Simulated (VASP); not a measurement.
# TlGaSe2: phonons from a supercell, part 3 of 4

How does the lattice of TlGaSe2 vibrate? The start is a cell from a database of measured crystal structures.

VASP 6.6.1; PBEsol; plane waves and PAW (Tl, Se, Ga).

So far. Step 2 (Relax the host): The run ended after 9 ionic steps, 0.123 eV below its first step, once forces and stress met EDIFFG = -0.02. Step 3 (Tight relaxation): The run ended after 5 ionic steps, 0.000 eV below its first step, once forces and stress met EDIFFG = -0.002.

## (5) Force constants in the supercell

System of this step: TlGaSe2. It takes space group I4/mcm (No. 140, tetragonal). Conventional cell: a = 7.941 Å, b = 7.941 Å, c = 6.397 Å, α = 90.00°, β = 90.00°, γ = 90.00°. Tl has 2 Tl at 3.20 Å and 8 Se at 3.37 Å nearest. Nearest to Se lie 2 Ga at 2.45 Å and 4 Tl at 3.37 Å. Nearest to Ga lie 4 Se at 2.45 Å. Farther neighbours and most contacts between anions are not listed.

Each independent atom is moved by 0.015 Å both ways; the forces give the force constants out to half the supercell.

The input, INCAR:

```
SYSTEM = TlGaSe2
PREC = Accurate
ENCUT = 350
EDIFF = 1E-07
NELM = 120
ISMEAR = 0
SIGMA = 0.05
LREAL = .FALSE.
ALGO = Fast
GGA = PS
LWAVE = .FALSE.
LCHARG = .FALSE.
KPAR = 4
IBRION = 6
NSW = 1
NFREE = 2
POTIM = 0.015
ISIF = 0
ADDGRID = .TRUE.
```

The input, POSCAR:

```
TlGaSe2
1.0
    7.9406006322      0.0000000000      0.0000000000
    0.0000000000      7.9406006322      0.0000000000
    0.0000000000      0.0000000000     12.7930735992
Tl Se Ga
8 16 8
Direct
    0.0000000000      0.0000000000      0.1250000000
    0.0000000000      0.0000000000      0.6250000000
    0.5000000000      0.5000000000      0.3750000000
    0.5000000000      0.5000000000      0.8750000000
    0.0000000000      0.0000000000      0.3750000000
    0.0000000000      0.0000000000      0.8750000000
    0.5000000000      0.5000000000      0.6250000000
    0.5000000000      0.5000000000      0.1250000000
    0.1651017439      0.3348982561      0.0000000000
    0.1651017439      0.3348982561      0.5000000000
    0.6651017439      0.8348982561      0.2500000000
    0.6651017439      0.8348982561      0.7500000000
    0.8348982562      0.3348982561      0.2500000000
    0.8348982562      0.3348982561      0.7500000000
    0.3348982562      0.8348982561      0.5000000000
    0.3348982562      0.8348982561      0.0000000000
    0.3348982561      0.1651017439      0.2500000000
    0.3348982561      0.1651017439      0.7500000000
    0.8348982561      0.6651017439      0.5000000000
    0.8348982561      0.6651017439      0.0000000000
    0.6651017438      0.1651017438      0.0000000000
    0.6651017438      0.1651017438      0.5000000000
    0.1651017439      0.6651017438      0.2500000000
    0.1651017439      0.6651017438      0.7500000000
    0.0000000000      0.5000000000      0.1250000000
    0.0000000000      0.5000000000      0.6250000000
    0.5000000000      0.0000000000      0.3750000000
    0.5000000000      0.0000000000      0.8750000000
    0.5000000000      0.0000000000      0.1250000000
    0.5000000000      0.0000000000      0.6250000000
    0.0000000000      0.5000000000      0.3750000000
    0.0000000000      0.5000000000      0.8750000000
```

The input, KPOINTS:

```
Automatic mesh
0
Gamma
2 2 2
0 0 0
```

PAW data sets: Tl, Se and Ga (PBE family, release 64).

Command:

```
$ mpirun -np 4 vasp_std
```

Output:

```text
[banner, memory and clock lines left out]
running    4 mpi-ranks, on    1 nodes
 distrk:  each k-point on    1 cores,    4 groups
 distr:  one band on    1 cores,    1 groups

 POSCAR found type information on POSCAR TlSeGa
 POSCAR found :  3 types and      32 ions
|                                                                             |
|               ----> ADVICE to this user running VASP <----                  |
|                                                                             |
|     You have a (more or less) 'large supercell' and for larger cells it     |
|     might be more efficient to use real-space projection operators.         |
|     Therefore, try LREAL= Auto in the INCAR file.                           |
|     Mind: For very accurate calculation, you might also keep the            |
|     reciprocal projection scheme (i.e. LREAL=.FALSE.).                      |
|                                                                             |

 [... a notice as in an earlier step ...]

 LDA part: xc-table for (Slater+PW92), standard interpolation
 POSCAR, INCAR and KPOINTS ok, starting setup
 FFT: planning ... GRIDC
 FFT: planning ... GRID_SOFT
 FFT: planning ... GRID
 WAVECAR not read
 entering main loop
       N       E                     dE             d eps       ncg     rms          rms(c)
DAV:   1     0.936129291630E+03    0.93613E+03   -0.37906E+04  1068   0.954E+02
DAV:   2    -0.857731713681E+00   -0.93699E+03   -0.90399E+03  1327   0.192E+02
DAV:   3    -0.125306751972E+03   -0.12445E+03   -0.12267E+03  1386   0.850E+01
DAV:   4    -0.129959736897E+03   -0.46530E+01   -0.46217E+01  1256   0.178E+01
DAV:   5    -0.130241462603E+03   -0.28173E+00   -0.28146E+00  1559   0.410E+00    0.151E+01
RMM:   6    -0.127368156098E+03    0.28733E+01   -0.40919E+00  1074   0.386E+00    0.862E+00
RMM:   7    -0.127073920777E+03    0.29424E+00   -0.72798E+00  1099   0.458E+00    0.222E+00
RMM:   8    -0.127071023005E+03    0.28978E-02   -0.22153E+00  1072   0.316E+00    0.140E+00
RMM:   9    -0.126917800917E+03    0.15322E+00   -0.28264E-01  1072   0.136E+00    0.251E-01
RMM:  10    -0.126940237183E+03   -0.22436E-01   -0.23312E-01  1183   0.817E-01    0.435E-01
RMM:  11    -0.126929317606E+03    0.10920E-01   -0.30827E-02  1074   0.410E-01    0.130E-01
RMM:  12    -0.126929562310E+03   -0.24470E-03   -0.10422E-02  1216   0.209E-01    0.389E-02
RMM:  13    -0.126929670023E+03   -0.10771E-03   -0.22864E-03  1256   0.969E-02    0.360E-02
RMM:  14    -0.126929705072E+03   -0.35049E-04   -0.32027E-04  1202   0.424E-02    0.286E-02
RMM:  15    -0.126929746253E+03   -0.41181E-04   -0.17117E-04  1158   0.241E-02    0.318E-02
RMM:  16    -0.126929681928E+03    0.64325E-04   -0.14932E-04  1081   0.237E-02    0.354E-02
RMM:  17    -0.126929675905E+03    0.60234E-05   -0.82073E-05  1204   0.172E-02    0.142E-02
RMM:  18    -0.126929678685E+03   -0.27799E-05   -0.36153E-05  1259   0.107E-02    0.773E-03
RMM:  19    -0.126929677335E+03    0.13498E-05   -0.37910E-06  1090   0.468E-03    0.655E-03
RMM:  20    -0.126929676376E+03    0.95921E-06   -0.50214E-06  1065   0.424E-03    0.293E-03
RMM:  21    -0.126929676445E+03   -0.68710E-07   -0.30201E-06  1170   0.311E-03    0.946E-04
RMM:  22    -0.126929676415E+03    0.29730E-07   -0.28233E-07   748   0.132E-03
   1 F= -.12692968E+03 E0= -.12692965E+03  d E =-.536842E-04
 Found     6 degrees of freedom:
 Finite differences POTIM= 0.01500 DOF=   6
 bond charge predicted
       N       E                     dE             d eps       ncg     rms          rms(c)
DAV:   1    -0.126929446142E+03    0.23030E-03   -0.23428E-02  1574   0.309E-01    0.229E-02
RMM:   2    -0.126929519294E+03   -0.73152E-04   -0.10012E-03  1463   0.576E-02    0.104E-02
RMM:   3    -0.126929550604E+03   -0.31310E-04   -0.34968E-04  1910   0.282E-02    0.769E-03
RMM:   4    -0.126929549638E+03    0.96585E-06   -0.17556E-05  1481   0.880E-03    0.389E-03
RMM:   5    -0.126929550403E+03   -0.76552E-06   -0.79195E-06  1634   0.511E-03    0.268E-03
RMM:   6    -0.126929549855E+03    0.54853E-06   -0.31585E-06  1405   0.294E-03    0.908E-04
RMM:   7    -0.126929549916E+03   -0.60912E-07   -0.82720E-07  1232   0.153E-03
   2 F= -.12692955E+03 E0= -.12692952E+03  d E =-.536263E-04
[... from here on, the cycles between the ionic steps are left out ...]
   3 F= -.12692955E+03 E0= -.12692952E+03  d E =-.536236E-04
   4 F= -.12692934E+03 E0= -.12692932E+03  d E =-.531632E-04
   5 F= -.12692934E+03 E0= -.12692932E+03  d E =-.531642E-04
   6 F= -.12692877E+03 E0= -.12692874E+03  d E =-.552146E-04
   7 F= -.12692924E+03 E0= -.12692921E+03  d E =-.522041E-04
   8 F= -.12692896E+03 E0= -.12692893E+03  d E =-.537650E-04
   9 F= -.12692896E+03 E0= -.12692893E+03  d E =-.537691E-04
  10 F= -.12692881E+03 E0= -.12692878E+03  d E =-.537381E-04
  11 F= -.12692881E+03 E0= -.12692878E+03  d E =-.537385E-04
  12 F= -.12692835E+03 E0= -.12692833E+03  d E =-.540494E-04
 Finite differences progress:
  Degree of freedom:   6/  6
  Displacement:        1/  2
  Total:              11/ 12
 bond charge predicted
       N       E                     dE             d eps       ncg     rms          rms(c)
DAV:   1    -0.126928231632E+03    0.12055E-03   -0.10798E-01  1106   0.739E-01    0.227E-01
RMM:   2    -0.126928356923E+03   -0.12529E-03   -0.63283E-03  1079   0.181E-01    0.741E-02
RMM:   3    -0.126928372913E+03   -0.15990E-04   -0.14053E-03  1282   0.734E-02    0.383E-02
RMM:   4    -0.126928348704E+03    0.24209E-04   -0.17960E-04  1109   0.327E-02    0.121E-02
RMM:   5    -0.126928352646E+03   -0.39422E-05   -0.61600E-05  1240   0.176E-02    0.729E-03
RMM:   6    -0.126928352148E+03    0.49872E-06   -0.15156E-05  1194   0.763E-03    0.319E-03
RMM:   7    -0.126928352071E+03    0.76579E-07   -0.20880E-06  1075   0.357E-03    0.893E-04
RMM:   8    -0.126928352112E+03   -0.41317E-07   -0.49877E-07   804   0.160E-03
  13 F= -.12692835E+03 E0= -.12692833E+03  d E =-.540514E-04
 Finite differences progress:
  Degree of freedom:   6/  6
  Displacement:        2/  2
  Total:              12/ 12
```

Wall time 80 min (4 MPI ranks of AMD EPYC 7R43, shared host); peak memory 3.9 GiB; 5.3 h of CPU time.

(Continued in part 4 of 4.)

[Lines on the potential files, build, host, timing and source positions are cut from VASP's logs without a mark.]

[Logs are printed without paths, hosts, clocks, repeated set-up lines and the standing remarks that a program may print on its own settings, such as how far it seeks lower states.]

[Hosts, paths, dates, database ids (printed as entryN), source tags and the programs' standing remarks are cut or masked in the printed files.]

[Runs that stopped without an error message from VASP are left out.]
